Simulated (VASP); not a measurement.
An input for Ansatz (written as the equivalent of a VASP run, and not itself run):

Ansatz 0.2 input:
```yaml
crystal:
  lattice:
    - [0.0000000, 2.7016788, 2.6206284]
    - [2.7016788, 0.0000000, 2.6206284]
    - [2.7016788, 2.7016788, 0.0000000]
  atoms:
    - { symbol: Cd, position: [0.0000000, 0.0000000, 0.0000000] }
    - { symbol: F, position: [0.2500000, 0.2500000, 0.2500000] }
    - { symbol: F, position: [0.7500000, 0.7500000, 0.7500000] }
kpoints:
  mp_grid: { grid: [6, 6, 6] }
hamiltonian:
  xc: r2scan
  pseudopotentials: { kind: paw }
scf:
  occupations: { method: gaussian, width: 0.05 }
  max_iter: 100
output: { forces: true, stress: true, eigenvalues: true }
```

**Question.** Translate this input to VASP (INCAR, KPOINTS, POSCAR, choice of POTCAR).

**Answer.** Several could match; the one computed here: 
INCAR:
```
SYSTEM = CdF2
PREC = Accurate
ENCUT = 600
EDIFF = 1E-7
NELM = 100
ALGO = Normal
LREAL = .FALSE.
LASPH = .TRUE.
ISMEAR = 0
SIGMA = 0.05
METAGGA = R2SCAN
LMIXTAU = .TRUE.
LMAXMIX = 4
LWAVE = .FALSE.
LCHARG = .FALSE.
ISIF = 2
```

File KPOINTS:
```
Automatic mesh
0
Gamma
6 6 6
0 0 0
```

POSCAR:
```
CdF2
1
    0.0000000000     2.7016787717     2.6206284086
    2.7016787717     0.0000000000     2.6206284086
    2.7016787717     2.7016787717     0.0000000000
Cd F
1 2
Direct
  0.0000000000   0.0000000000   0.0000000000
  0.2500000000   0.2500000000   0.2500000000
  0.7500000000   0.7500000000   0.7500000000
```

POTCAR, in this order: Cd F (PBE.64 set). Program: vasp_std.

Limits of the translation: each code has its own PAW files, so the cut-off isn't converted (ENCUT is set for VASP's; basis.ecutwfc is left out, and Ansatz then takes the one that its files recommend); Ansatz stops its SCF on the density residual and VASP on the energy change (EDIFF).

The compound is CdF2 in the fluorite structure. This cell was strained or had an atom moved on purpose.
